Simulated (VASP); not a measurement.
**WSi2 (MoSi2 type): computed properties**

Computed with r2SCAN meta-GGA, VASP's PBE PAW potentials (set 64) (plane waves; VASP 6.6.1).

For WSi2, the space group is I4/mmm (139), the cell is a = b = 3.213 Å, c = 7.805 Å, α = β = γ = 90.00° and the volume per atom is 13.43 Å³/atom. The band gap (over mesh and band path) is none (metal, semimetal or under 0.01 eV) and the density comes out as 9.89 g/cm³.

Space group I4/mmm (No. 139); a = 3.2127 Å, b = 3.2127 Å, c = 7.8054 Å, α = 90.00°, β = 90.00°, γ = 90.00°

```json
[
 {"atom": "Si", "site": "4e", "symmetry": "4mm", "x": "0.0000", "y": "0.0000", "z": "0.3347"},
 {"atom": "W", "site": "2a", "symmetry": "4/mmm", "x": "0.0000", "y": "0.0000", "z": "0.0000"}
]
```
(The calculation used a cell of 3 atoms; values per cell refer to that cell.)

Measured: a 3.214 Å (computed value off by -0.0 %), c 7.831 Å (computed value off by -0.3 %), as given by Orest Pavlosiuk et al., Physical Review B (2022), arXiv:2202.05362. The calculation is for a static lattice, while the measured a, c hold thermal and zero-point effects, which are part of the difference. Unless said otherwise, spin-orbit coupling is left out, though it shifts the bands of the heavy elements here.

The compound is WSi2 in the MoSi2 type structure. It was relaxed first. Symmetry was kept, so distortions that lower it aren't found.
